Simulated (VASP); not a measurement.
Data:

```
CELL_PARAMETERS angstrom
      3.46228    -1.99695    -0.06785
      3.46228     1.99695    -0.06785
      2.37482     0.00000     3.21559
ATOMIC_POSITIONS crystal
  Sb 0.25006 0.25006 0.25006
  Sb 0.74994 0.74994 0.74994
```

Level of theory: r2SCAN meta-GGA, VASP's PBE PAW potentials (set 64) (plane waves; VASP 6.6.1). Settings: 500 eV cut-off, 11×11×11 Γ-centred mesh, first-order Methfessel-Paxton smearing of 0.10 eV, potentials Sb.

Unless said otherwise, spin-orbit coupling is left out, though it shifts the bands of the heavy elements here.

Predict the energy per atom (σ→0), pressure, band gap (on the k-mesh) with the smallest direct gap where there is one.

- band gap (on the k-mesh): none (metal, semimetal or under 0.01 eV)
- energy per atom (σ→0): -25.140 eV/atom
- pressure: 300.3 kbar

Total energies compare only between runs with the same potentials, cut-off and functional.

The compound is Sb in the a7 structure. It was relaxed first under an external pressure of 30 GPa.
